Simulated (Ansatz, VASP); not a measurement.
## GaH3: VASP beside Ansatz

Wanted: the spread between two codes on one cell, functional and k mesh. The cell is generated by rule, not measured, and may not be a known phase. The cell is taken from a series of runs on this material, whose earlier steps may have relaxed, scaled, displaced or heated it; both programs get it as it stands.

Calculated with Ansatz 0.2.0; plane waves, with VASP 6.6.1 beside it; relaxation of cell and atoms at LDA and zone-centre phonons at LDA.

## Step 1: Set-up

Symmetry: Pm-3m, No. 221, cubic system. The conventional cell has a = 3.433 Å, b = 3.433 Å, c = 3.433 Å, α = 90.00°, β = 90.00°, γ = 90.00°. Ga has 6 H at 1.72 Å nearest. H has 2 Ga at 1.72 Å nearest. Farther neighbours are not listed.

As a file:

```cif
data_structure
_symmetry_space_group_name_H-M 'Pm-3m'
_symmetry_Int_Tables_number 221
_cell_length_a 3.4334
_cell_length_b 3.4334
_cell_length_c 3.4334
_cell_angle_alpha 90.000
_cell_angle_beta 90.000
_cell_angle_gamma 90.000
_cell_volume 40.48
loop_
_atom_site_label
_atom_site_type_symbol
_atom_site_symmetry_multiplicity
_atom_site_Wyckoff_symbol
_atom_site_fract_x
_atom_site_fract_y
_atom_site_fract_z
_atom_site_occupancy
Ga1 Ga 1 a 0.00000 0.00000 0.00000 1
H1 H 3 d 0.50000 0.00000 0.00000 1
```

## Step 2: Ansatz: relaxation of cell and atoms, LDA

Ansatz runs on norm-conserving files, of PseudoDojo where its log says so.

The relaxed volume is the usual yardstick between codes: in a stiff, nearly cubic crystal its relative difference is about their pressure difference at one cell divided by the bulk modulus.

File input.yaml:

```yaml
crystal:
  lattice:
    - [3.4334367784, 0.0, 0.0]
    - [0.0, 3.4334367784, 0.0]
    - [0.0, 0.0, 3.4334367784]
  atoms:
    - { symbol: Ga, position: [0.0, 0.0, 0.0] }
    - { symbol: H, position: [0.5, 0.0, 0.0] }
    - { symbol: H, position: [0.0, 0.5, 0.0] }
    - { symbol: H, position: [0.0, 0.0, 0.5] }
kpoints:
  mp_grid: { grid: [10, 10, 10] }
hamiltonian:
  xc: lda
  pseudopotentials: { kind: nc, accuracy: standard }
scf:
  occupations: { method: gaussian, width: 0.1 }
output:
  forces: true
  stress: true
  eigenvalues: true
  write_density: true
  write_potential: true
  elf: true
  volumetric_format: npy
relax:
  adjacent_minimum: "off"
  f_tol: 0.003
  max_steps: 80
  cell: { stress_tol: 0.03 }
```

Command:

```bash
$ ansatz run input.yaml --threads 2 --pin off --max-ram 4096MiB --backend cpu --events-out ev --progress --plain --runs-dir out
```

Numbers of over 12 decimals in the logs are rounded to 6 here.

The log of the run:

```text
Engine: ansatz 0.2.0, aarch64-unknown-linux-gnu
Pseudopotentials: kind: nc
Pseudopotential: Ga, nc, valence charge 13, recommended cutoff 1088.45545 eV (normal), Ga.nc.azcp (PseudoDojo's, or run here from an input of PseudoDojo's; its table is named by hamiltonian.pseudopotentials.accuracy)
Pseudopotential: H, nc, valence charge 1, recommended cutoff 1006.821291 eV (normal), H.nc.azcp (PseudoDojo's, or run here from an input of PseudoDojo's; its table is named by hamiltonian.pseudopotentials.accuracy)
Functional definition: SPW92
  exchange = slater_x
  correlation = pw_c
Crystal: 4 atoms, lattice volume = 40.475 Å³
Basis set: ecut = 1088.45545 eV, 3287 PW (Γ)
Bands: 12, of which v1, the nominal top of the filled ones, is band 8 counted from 1 (7 counted from 0)
Symmetry: 48 space group operations
Space group: Pm-3m (ITA 221), of the structure as read, at distance tolerance 3.4e-5 Å
k-points: 56 of 1000
Non-local potential: Ga, projectors of the file, l = 0: 2, l = 1: 2, l = 2: 2
Non-local potential: H, projectors of the file, l = 0: 2, l = 1: 1
Initial density: superposition of atomic densities (chi_scale 0.1, normalization cell, long waves kept (reshape's long-wave potential 0.00 eV rms))
Initial wavefunctions: pseudopotential atomic-orbital guess
Functional: x = slater, c = lda
SCF iter   1: F=—  HF=-2124.489481 eV  |F-HF|=—  |Δ(HF+E_count)|=         —  Δρ=7.26e-2  dr2=1.75e0  ethr=3.10e-3  ⟨swp⟩=5.2  Hψ=3935  notcnv=0
preconditioner: auto → none  [insulator: Δε(μ)=0.125 eV  Ē_g=16.609 eV  σ=0.100 eV  W_gap=0.58  n_scr=6 (ndim 8)  ℏωp=23.3 eV  f_vac=0.008  D(μ)=0.34/eV (n_scr^D=0)  ε∞_Penn≈3.0]
SCF iter   2: F=—  HF=-2123.915253 eV  |F-HF|=—  |Δ(HF+E_count)|=   5.74e-1  Δρ=2.06e-2  dr2=1.52e-1  ethr=3.10e-3  ⟨swp⟩=3.5  Hψ=1830  notcnv=0
SCF iter   3: F=—  HF=-2123.865463 eV  |F-HF|=—  |Δ(HF+E_count)|=   4.98e-2  Δρ=2.78e-3  dr2=2.99e-3  ethr=9.50e-4  ⟨swp⟩=2.2  Hψ=1032  notcnv=0  defer=1
SCF iter   4: F=—  HF=-2123.864753 eV  |F-HF|=—  |Δ(HF+E_count)|=   7.10e-4  Δρ=7.05e-4  dr2=1.13e-4  ethr=1.87e-5  ⟨swp⟩=2.4  Hψ=970  notcnv=0  defer=1
SCF iter   5: F=—  HF=-2123.864781 eV  |F-HF|=—  |Δ(HF+E_count)|=   2.74e-5  Δρ=1.03e-4  dr2=1.63e-6  ethr=7.07e-7  ⟨swp⟩=1.7  Hψ=945  notcnv=0  defer=1
SCF iter   6: F=—  HF=-2123.864777 eV  |F-HF|=—  |Δ(HF+E_count)|=   3.99e-6  Δρ=7.29e-6  dr2=1.34e-8  ethr=6.25e-10  ⟨swp⟩=11.3  Hψ=5147  notcnv=0
SCF iter   7: F=-2123.864777 eV  HF=-2123.864777 eV  |F-HF|=1.82e-11  |Δ(HF+E_count)|=   2.55e-9  Δρ=4.96e-7  dr2=6.13e-11  ethr=8.40e-11  ⟨swp⟩=5.9  Hψ=3562  notcnv=0
SCF 1 converged in 7 iterations: F = -2123.864777 eV  dr2 = 6.13e-11
relax step   1: F+E_penalty+E_count = -2123.86477666 eV  Δ(F+E_penalty+E_count) = +0.000e0 eV  max|allowed force component| = 6.095e-30 eV/Å  Δτ_max = 0.0000 Å  P = +0.161 GPa  Ω = 40.475 Å³  (7 SCF iters, dr2 threshold 1.00e-7 eV, accepted)
[...]
relax step   2: F+E_penalty+E_count = -2123.86480981 eV  Δ(F+E_penalty+E_count) = -3.315e-5 eV  max|allowed force component| = 1.088e-31 eV/Å  Δτ_max = 0.0000 Å  P = +0.039 GPa  Ω = 40.554 Å³  energy of the carried Pulay correction = -1.639e-5 eV  (3 SCF iters, dr2 threshold 6.49e-8 eV, accepted)
[...]
relax step   3: F+E_penalty+E_count = -2123.86480766 eV  Δ(F+E_penalty+E_count) = +2.150e-6 eV  max|allowed force component| = 8.320e-32 eV/Å  Δτ_max = 0.0000 Å  P = +0.000 GPa  Ω = 40.580 Å³  energy of the carried Pulay correction = -2.165e-5 eV  (3 SCF iters, dr2 threshold 3.83e-9 eV, accepted)
[...]
relax step   4: F+E_penalty+E_count = -2123.86482701 eV  Δ(F+E_penalty+E_count) = -1.935e-5 eV  max|allowed force component| = 2.270e-31 eV/Å  Δτ_max = 0.0000 Å  P = +0.002 GPa  Ω = 40.580 Å³  stress off target by 2.25e-3 GPa  SCF on the basis re-selected at this cell (its energy is not comparable with the rows above)  (4 SCF iters)
basis re-selected at this cell: Δ(F+E_penalty+E_count) = -1.935e-5 eV, ΔP = +0.002 GPa vs the last step (what re-selecting the basis moved, of the pressure what is left beyond the Pulay correction that the steps carried, after the strain that the cell walked since its last selection, with what the two solves' SCF thresholds leave and, on support functions, any second-order correction that the steps lacked; it is no m [...]
SCF converged after 4 iterations
Free energy (F): -2123.864827 eV
Harris-Foulkes:  -2123.864827 eV  (|F-HF|=4.55e-12)
Internal energy: -2123.862074 eV  (E = F + TS)
E sigma→0 (E₀):  -2123.863451 eV
Entropy (-TS):   -0.002753 eV (-0.688 meV/atom)
Fermi energy:    3.224634 eV
--- Per-component energies (eV) ---
  E_band       = -122.210413
  E_kinetic    = 1746.270395
  E_local      = -1964.756779  (includes V_loc(G=0)·N_el)
  E_nonlocal   = -1042.452073
  E_hartree    = 769.788973
  E_xc         = -587.240197
  E_vxc        = -400.849999  (∫ρ·V_xc dr)
  E_ewald      = -1045.472393
  E_smearing   = -0.002753  (= −TS)
  E_closure    = -0.000000  (closes the sum)
  Σ components = -2123.864827   (vs F -2123.864827, Δ=0.00e0)
--- Forces (eV/Å), atoms counted from 1 ---
  atom   1  Ga     0.00000000    -0.00000000     0.00000000
  atom   2  H      0.00000000    -0.00000000     0.00000000
  atom   3  H      0.00000000    -0.00000000    -0.00000000
  atom   4  H     -0.00000000    -0.00000000     0.00000000
  max |Σ_I F_I| component: 3.57e-31 eV/Å
--- Stress (GPa, compression-positive) ---
        0.002249       0.000000      -0.000000
        0.000000       0.002249       0.000000
       -0.000000       0.000000       0.002249
  P = ⅓ Tr σ = 0.0022 GPa (0.022 kbar)
--- Band table (eV; the first three rows and the last of 56) ---
  k-point 0: bands = [... 4 lower, -11.2215, -7.1540, 3.5881, 3.5881, 7.2720, 7.2720, 7.2720, 11.0196]
  k-point 1: bands = [... 4 lower, -11.2213, -7.0492, 2.7515, 3.6226, 7.3664, 7.3664, 7.7946, 11.6130]
  k-point 2: bands = [... 4 lower, -11.2209, -6.7382, 1.1737, 3.7158, 7.6336, 7.6336, 8.5705, 13.1816]
  k-point 55: bands = [... 4 lower, -11.2790, -0.8674, -0.8674, -0.8674, 0.4439, 8.9656, 8.9656, 8.9656]
--- Relaxed structure (3 steps of the walk, 3 accepted, 1 SCFs on fresh bases) ---
  F+E_penalty+E_count = -2123.86482701 eV   max|allowed force component| = 2.270e-31 eV/Å   (the final SCF, on the basis selected at the relaxed cell)
  cell:  # Å, volume = 40.5799 Å³
    - [3.436400, 0, 0.0]
    - [0, 3.436400, 0]
    - [0.0, 0, 3.436400]
  atoms:
    - { symbol: Ga, position: [0, 0, 0] }
    - { symbol: H, position: [0.5, 0, 0] }
    - { symbol: H, position: [0, 0.5, 0] }
    - { symbol: H, position: [0, 0, 0.5] }
```

The column dr2 measures how far the density is from self-consistency, as an energy; F and HF (Harris–Foulkes) agree once it is small.

## Step 3: VASP: relaxation of cell and atoms, LDA

The same cell, functional (in two slightly different forms), mesh and smearing now go to VASP, with its own data sets.

Lines of VASP's logs that name or quote its potential files are left out, and so is its time.

File INCAR:

```
SYSTEM = GaH3
PREC = Accurate
ENCUT = 500
EDIFF = 1E-07
NELM = 120
ISMEAR = 0
SIGMA = 0.1
LREAL = .FALSE.
ALGO = Normal
GGA = CA
NBANDS = 14
LORBIT = 11
LWAVE = .FALSE.
LCHARG = .FALSE.
ISIF = 3
IBRION = 2
NSW = 80
EDIFFG = -0.005
LASPH = .TRUE.
GGA_COMPAT = .FALSE.
NELMIN = 4
KPAR = 2
```

File POSCAR:

```
GaH3
1.0
    3.4334370000      0.0000000000      0.0000000000
    0.0000000000      3.4334370000      0.0000000000
    0.0000000000      0.0000000000      3.4334370000
Ga H
1 3
Direct
    0.0000000000      0.0000000000      0.0000000000
    0.4999998544      0.0000000000      0.0000000000
    0.0000000000      0.4999998544      0.0000000000
    0.0000000000      0.0000000000      0.4999998544
```

File KPOINTS:

```
Automatic mesh
0
Gamma
10 10 10
0 0 0
```

The projector-augmented-wave data sets are Ga_d and H (LDA family, release 64).

Command:

```bash
$ mpirun -np 2 vasp_std
```

The log of the run:

```text
[banner, memory and clock lines left out]
running    2 mpi-ranks, on    1 nodes
 distrk:  each k-point on    1 cores,    2 groups
 distr:  one band on    1 cores,    1 groups

 POSCAR found type information on POSCAR GaH
 POSCAR found :  2 types and       4 ions
 LDA part: xc-table for (Slater(with rela. corr.)+CA(PZ))
 , standard interpolation
 POSCAR, INCAR and KPOINTS ok, starting setup
 FFT: planning ... GRIDC
 FFT: planning ... GRID_SOFT
 FFT: planning ... GRID
 WAVECAR not read
 entering main loop
       N       E                     dE             d eps       ncg     rms          rms(c)
DAV:   1     0.602336064810E+02    0.60234E+02   -0.79149E+03  1600   0.156E+03
DAV:   2    -0.857314105598E+01   -0.68807E+02   -0.64704E+02  1754   0.295E+02
DAV:   3    -0.137184936900E+02   -0.51454E+01   -0.51185E+01  1892   0.651E+01
DAV:   4    -0.137931821946E+02   -0.74689E-01   -0.74675E-01  1786   0.885E+00
DAV:   5    -0.137942413933E+02   -0.10592E-02   -0.10592E-02  1952   0.968E-01    0.483E+00
DAV:   6    -0.132685159596E+02    0.52573E+00   -0.33119E-01  2258   0.115E+01    0.232E+00
DAV:   7    -0.131168936265E+02    0.15162E+00   -0.19159E-01  2144   0.374E+00    0.368E-01
DAV:   8    -0.131145821021E+02    0.23115E-02   -0.16166E-02  1946   0.211E+00    0.190E-01
DAV:   9    -0.131148961055E+02   -0.31400E-03   -0.13378E-03  1802   0.470E-01    0.398E-02
DAV:  10    -0.131149353544E+02   -0.39249E-04   -0.99227E-05  1992   0.124E-01    0.154E-02
DAV:  11    -0.131149456171E+02   -0.10263E-04   -0.15341E-05  1724   0.556E-02    0.265E-03
DAV:  12    -0.131149456045E+02    0.12620E-07   -0.12102E-06  1952   0.826E-03    0.629E-04
DAV:  13    -0.131149456246E+02   -0.20113E-07   -0.30742E-08  1366   0.143E-03
   1 F= -.13114946E+02 E0= -.13113468E+02  d E =-.131149E+02
 curvature:   0.00 expect dE= 0.000E+00 dE for cont linesearch  0.000E+00
 trial: gam= 0.00000 g(F)=  0.000E+00 g(S)=  0.110E-03 ort = 0.000E+00 (trialstep = 0.100E+01)
 search vector abs. value=  0.110E-03
 bond charge predicted
       N       E                     dE             d eps       ncg     rms          rms(c)
DAV:   1    -0.131156234095E+02   -0.67780E-03   -0.67510E-03  1832   0.162E+00    0.139E-01
DAV:   2    -0.131151472323E+02    0.47618E-03   -0.76207E-04  1934   0.612E-01    0.627E-02
DAV:   3    -0.131150365838E+02    0.11065E-03   -0.97842E-05  1868   0.212E-01    0.151E-02
DAV:   4    -0.131150217614E+02    0.14822E-04   -0.16668E-05  1818   0.660E-02    0.842E-04
DAV:   5    -0.131150218074E+02   -0.46029E-07   -0.51830E-07  1814   0.955E-03
   2 F= -.13115022E+02 E0= -.13113556E+02  d E =-.761828E-04
 trial-energy change:   -0.000076  1 .order   -0.000065   -0.000110   -0.000019
 step:   1.1142(harm=  1.2109)  dis= 0.00000  next Energy=   -13.115023 (dE=-0.773E-04)
 reached required accuracy - stopping structural energy minimisation
```

OUTCAR, selected parts (step 3):

```text
ion  position               nearest neighbor table
   1  0.000  0.000  0.000-   2 1.72   3 1.72   4 1.72   4 1.72   3 1.72   2 1.72
   2  0.500  0.000  0.000-   1 1.72   1 1.72
   3  0.000  0.500  0.000-   1 1.72   1 1.72
   4  0.000  0.000  0.500-   1 1.72   1 1.72

  LATTYP: Found a simple cubic cell.
 ALAT       =     3.4334370000

 Subroutine GETGRP returns: Found 48 space group operations
 (whereof 48 operations were pure point group operations)

The static configuration has the point symmetry O_h .

 Found     56 irreducible k-points:

   k-points           NKPTS =     56   k-points in BZ     NKDIM =     56   number of bands    NBANDS=     14

   dimension x,y,z NGX =    28 NGY =   28 NGZ =   28
   dimension x,y,z NGXF=    56 NGYF=   56 NGZF=   56

   ENCUT  =  500.0 eV  36.75 Ry    6.06 a.u.   6.26  6.26  6.26*2*pi/ulx,y,z

   NELECT =      16.0000    total number of electrons

 k-points in reciprocal lattice and weights: Automatic mesh
   0.00000000  0.00000000  0.00000000       0.001
   0.10000000  0.00000000  0.00000000       0.006
   0.20000000  0.00000000  0.00000000       0.006
   0.30000000  0.00000000  0.00000000       0.006
   0.40000000  0.00000000  0.00000000       0.006
   0.50000000  0.00000000  0.00000000       0.003
   0.10000000  0.10000000  0.00000000       0.012
   0.20000000  0.10000000  0.00000000       0.024
   0.30000000  0.10000000  0.00000000       0.024
[...]
0.50000000  0.50000000  0.40000000       0.006
   0.50000000  0.50000000  0.50000000       0.001

 average (electrostatic) potential at core
       1 -70.3400       2 -35.3267       3 -35.3267       4 -35.3267

 E-fermi :   0.6336

 k-point     1 :       0.0000    0.0000    0.0000
  band No.  band energies     occupation
    ...
      2     -14.1944      2.00000
      3     -13.8286      2.00000
      4     -13.8286      2.00000
      5     -13.8286      2.00000
      6      -9.7429      2.00000
      7       0.9914      0.00000
      8       0.9914      0.00000
      9       4.6784      0.00000
     10       4.6784      0.00000
     11       4.6784      0.00000
    ...

 k-point     2 :       0.1000    0.0000    0.0000
  band No.  band energies     occupation
    ...
      3     -13.8311      2.00000
      4     -13.8311      2.00000
      5     -13.8284      2.00000
      6      -9.6380      2.00000
      7       0.1553      2.00000
      8       1.0261      0.00000
      9       4.7731      0.00000
     10       4.7731      0.00000
     11       5.2039      0.00000
     12       9.0313      0.00000
    ...

 k-point     3 :       0.2000    0.0000    0.0000
  band No.  band energies     occupation
    ...
      3     -13.8377      2.00000
      4     -13.8377      2.00000
      5     -13.8279      2.00000
      6      -9.3266      2.00000
      7      -1.4218      2.00000
      8       1.1199      0.00000
      9       5.0410      0.00000
     10       5.0410      0.00000
     11       5.9838      0.00000
     12      10.5984      0.00000
    ...

  Total        0.0096102      0.0096102      0.0096102     -0.0000000     -0.0000000     -0.0000000
  in kB        0.3796553      0.3796553      0.3796553     -0.0000000     -0.0000000     -0.0000000
  external PRESSURE =       0.3796553 kB  Pullay stress =       0.0000000 kB

  energy-cutoff  :      500.00
  volume of cell :       40.56
      direct lattice vectors                 reciprocal lattice vectors
     3.435721812 -0.000000000 -0.000000000     0.291059653  0.000000000 -0.000000000
    -0.000000000  3.435721812 -0.000000000     0.000000000  0.291059653 -0.000000000
     0.000000000  0.000000000  3.435721812     0.000000000  0.000000000  0.291059653

 POSITION                                       TOTAL-FORCE (eV/Angst)
 -----------------------------------------------------------------------------------
      0.00000      0.00000      0.00000        -0.000000     -0.000000      0.000000
      1.71786     -0.00000     -0.00000         0.000000      0.000000      0.000000
     -0.00000      1.71786     -0.00000        -0.000000      0.000000      0.000000
      0.00000      0.00000      1.71786         0.000000      0.000000      0.000000
 -----------------------------------------------------------------------------------
    total drift:                               -0.000045     -0.000045     -0.000045

  FREE ENERGIE OF THE ION-ELECTRON SYSTEM (eV)
  ---------------------------------------------------
  free  energy   TOTEN  =       -13.1150218074 eV

  energy  without entropy=      -13.1120905016  energy(sigma->0) =      -13.11355615

 reached required accuracy - stopping structural energy minimisation

 total charge
# of ion       s       p       d       tot
------------------------------------------
    1        0.873   0.867  10.041  11.781
    2        0.533   0.011   0.000   0.543
    3        0.533   0.011   0.000   0.543
    4        0.533   0.011   0.000   0.543
--------------------------------------------------
tot          2.471   0.899  10.041  13.411

[... 3 further parts left out ...]
```

CONTCAR:

```
GaH3
   1.00000000000000
     3.4357218121917956   -0.0000000000000000   -0.0000000000000000
    -0.0000000000000000    3.4357218121917956   -0.0000000000000000
     0.0000000000000000    0.0000000000000000    3.4357218121917956
  Ga              H
     1     3
Direct
     0.0000000000000000    0.0000000000000000    0.0000000000000000
     0.4999998544000022    0.0000000000000000    0.0000000000000000
     0.0000000000000000    0.4999998544000022    0.0000000000000000
     0.0000000000000000    0.0000000000000000    0.4999998544000022
```

The run keeps the 48 symmetry operations of its start, so it cannot find a distortion of lower symmetry.

## Step 4: Side by side

Known differences besides the potentials themselves: the two LDA forms differ slightly; the cutoff is 1088.46 eV in Ansatz and 500 eV in VASP; VASP's log shows a relativistic correction to its local exchange, Ansatz's none; Ansatz adds a Pulay correction to the stress that steers its cell, VASP none. Total energies have different zeros and are not compared.

The two programs side by side:

```csv
quantity,Ansatz,VASP,difference
volume (Å³),40.58,40.56,+0.06 %
"edge a after relaxation, in the typed setting (Å)",3.436,3.436,+0.02 %
```

(Part 1 of 2 ends here.)

[Lines on the potential files, build, host, timing and source positions are cut from VASP's logs without a mark.]

[Logs are printed without paths, hosts, clocks, repeated set-up lines and the standing remarks that a program may print on its own settings, such as how far it seeks lower states.]

[Hosts, paths, dates, database ids (printed as entryN), source tags and the programs' standing remarks are cut or masked in the printed files.]
